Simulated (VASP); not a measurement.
Output of a VASP run:

**OSZICAR**
```
       N       E                     dE             d eps       ncg     rms          rms(c)
DAV:   1     0.369571068295E+01    0.36957E+01   -0.41630E+03   752   0.920E+02
DAV:   2    -0.235412696038E+02   -0.27237E+02   -0.26919E+02  1168   0.117E+02
DAV:   3    -0.238690881268E+02   -0.32782E+00   -0.32782E+00   792   0.174E+01
DAV:   4    -0.238696149108E+02   -0.52678E-03   -0.52678E-03  1200   0.751E-01
DAV:   5    -0.238696149906E+02   -0.79788E-07   -0.79758E-07   784   0.679E-03    0.542E+00
DAV:   6    -0.221710840040E+02    0.16985E+01   -0.11968E+00   920   0.797E+00    0.314E+00
DAV:   7    -0.219819648903E+02    0.18912E+00   -0.53276E-01   824   0.464E+00    0.841E-01
DAV:   8    -0.220045634417E+02   -0.22599E-01   -0.23093E-01   752   0.449E+00    0.415E-01
DAV:   9    -0.221601411149E+02   -0.15558E+00   -0.21273E-02   792   0.135E+00    0.218E-01
DAV:  10    -0.221623597845E+02   -0.22187E-02   -0.20350E-04  1144   0.140E-01    0.216E-01
DAV:  11    -0.221662756410E+02   -0.39159E-02   -0.12839E-04   816   0.130E-01    0.200E-01
DAV:  12    -0.222067177998E+02   -0.40442E-01   -0.16511E-02   896   0.137E+00    0.222E-01
DAV:  13    -0.222066189699E+02    0.98830E-04   -0.38363E-04   776   0.246E-01    0.187E-01
DAV:  14    -0.222066827788E+02   -0.63809E-04   -0.46944E-05   936   0.767E-02    0.120E-01
DAV:  15    -0.222067566460E+02   -0.73867E-04   -0.69509E-05   936   0.800E-02    0.306E-02
DAV:  16    -0.222067665952E+02   -0.99492E-05   -0.26497E-05  1120   0.529E-02    0.259E-02
DAV:  17    -0.222067861246E+02   -0.19529E-04   -0.95839E-06   752   0.401E-02    0.530E-03
DAV:  18    -0.222067908904E+02   -0.47658E-05   -0.14498E-06   808   0.121E-02    0.935E-03
DAV:  19    -0.222067898973E+02    0.99307E-06   -0.85560E-07   952   0.737E-03    0.339E-03
DAV:  20    -0.222067901879E+02   -0.29061E-06   -0.41690E-08   376   0.246E-03    0.130E-03
DAV:  21    -0.222067901625E+02    0.25439E-07   -0.71047E-09   376   0.998E-04
   1 F= -.22206790E+02 E0= -.22206790E+02  d E =-.310232E-17
```

**OUTCAR**
```
------------------------ aborting loop because EDIFF is reached ----------------------------------------
  FORCE on cell =-STRESS in cart. coord.  units (eV):
  Direction    XX          YY          ZZ          XY          YZ          ZX
  --------------------------------------------------------------------------------------
  Total        1.6092605      1.6092605      1.6092605      0.0000000      0.0000000     -0.0000000
  in kB      100.0544913    100.0544913    100.0544913      0.0000000      0.0000000     -0.0000000
  external PRESSURE =     100.0544913 kB  Pullay stress =       0.0000000 kB
  volume of cell :       25.77
      direct lattice vectors                 reciprocal lattice vectors
     0.000000000  2.344355407  2.344355407    -0.213278242  0.213278242  0.213278242
     2.344355407  0.000000000  2.344355407     0.213278242 -0.213278242  0.213278242
     2.344355407  2.344355407  0.000000000     0.213278242  0.213278242 -0.213278242
  FREE ENERGIE OF THE ION-ELECTRON SYSTEM (eV)
  ---------------------------------------------------
  free  energy   TOTEN  =       -22.2067901625 eV

  energy  without entropy=      -22.2067901625  energy(sigma->0) =      -22.20679016
```
(Selected blocks of OUTCAR.)

POSCAR:
```
BAs
1
    0.0000000000     2.3443554074     2.3443554074
    2.3443554074     0.0000000000     2.3443554074
    2.3443554074     2.3443554074     0.0000000000
B As
1 1
Direct
  0.0000000000   0.0000000000   0.0000000000
  0.2500000000   0.2500000000   0.2500000000
```

Question: Write an INCAR and KPOINTS that could have produced this output.

Answer: Several could match; the one computed here: the input of the run itself, r2SCAN meta-GGA, plane waves, VASP's PBE PAW potentials (set 64).

### KPOINTS
```
Automatic
0
G
 10 10 10
0 0 0
```

### INCAR
```
! general
SYSTEM  = BAs
PREC    = Accurate
ENCUT   = 520
LREAL   = .FALSE.   ! projection in real space or not
LASPH   = .TRUE.

! electronic loop
EDIFF   = 1E-7   ! SCF stop (eV)
NELM    = 100
ALGO    = Normal   ! blocked Davidson
LMAXMIX = 4   ! l cut-off of mixed one-centre charges
LMIXTAU = .TRUE.

! smearing
ISMEAR  = 0   ! Gaussian
SIGMA   = 0.05   ! width (eV)

! functional
METAGGA = R2SCAN

! ions
ISIF    = 2   ! forces and stress, cell fixed

! output
LWAVE   = .FALSE.
LCHARG  = .FALSE.
```

POTCAR, in this order: B As (PBE.64 set). Program: vasp_std.

The compound is BAs in the zinc blende structure. This cell is one point of a volume scan, at 0.94 of the reference volume.
